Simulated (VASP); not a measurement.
ZnO: energy against strain

ZnO (wurtzite, P6_3mc, 12.401 Å³/atom and stress up to 0.16 GPa in the relaxed cell, c along z) under an equal strain ε along x and y, with z held. PBE in VASP (plane waves, PAW), 600 eV, 12×12×6 Γ-centred mesh, Gaussian smearing 0.05 eV; ions are relaxed, or left where forces stay under 0.02 eV/Å, within the symmetry of each cell.

Here s stands for strain and y for E less E0.

```csv
strain (%),E less E0 (meV/atom)
-3.00,?
-1.50,5.84
-1.00,2.69
-0.50,0.76
0.00,0.00
0.50,0.38
1.00,1.88
1.50,4.46
```

Task: Fit y against s with a parabola, and predict the withheld value at s = -3.00.

Result: Least squares gives y = -0.002 - 0.4386·s + 2.2895·s². Residuals (row less fit): 0.033, -0.036, -0.030, 0.002, 0.029, 0.031, -0.031; standard error 0.039 (degrees of freedom: 4). Twice the quadratic coefficient over the volume, 2 × 2.2895 meV × 10⁴ × 0.1602 / 12.401 Å³, is the elastic constants 2(C11 + C12) = 592 ± 4 GPa (± standard error of the fit, which holds the terms cut off). At the withheld row, y = -0.002 - 0.4386 × (-3.0) + 2.2895 × (-3.0)² = 21.919 meV/atom. The calculation gives 22.82 meV/atom, 0.901 meV/atom above the prediction (3.9 % of the range of y in the table). The row lies outside the fitted rows, so this is an extrapolation. From the scatter of the fitted rows alone, a prediction at this place has a standard error of 0.149 meV/atom, so the miss is 6.0 times that.

A polynomial of degree 3 through the 12 other runs of the series gives 22.86 there, so most of the miss is curvature that the fit leaves out. Rows are the converged runs of the series near zero and its far end; series whose fitted rows scatter by over a few per cent of the range, as at a crossing or softening among them, aren't shown in this form, nor equations of state whose B0' disagrees with the runs' pressures. Most that stay on the fit to the last digits aren't either.
